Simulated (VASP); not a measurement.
VASP, PAW. Cohesive energy of BeSe (zinc blende) (static; atoms at Hund's-rule spin).

| level | cohesive energy (eV/atom) |
|---|---|
| LDA | 4.71 |

Task: Estimate the cohesive energy from RPBE, PBEsol, PBE-D3(BJ).

Result: 
The RPBE comes out as 3.62 eV/atom, the PBEsol is 4.29 eV/atom and the PBE-D3(BJ) is 4.28 eV/atom.

Only levels that ran to the end are used. Left out are those held back, those with too coarse a band path, GW runs whose mesh misses a band edge, hybrids' fits of cells that aren't cubic and levels without matching references; a question may draw on a part of the rest.
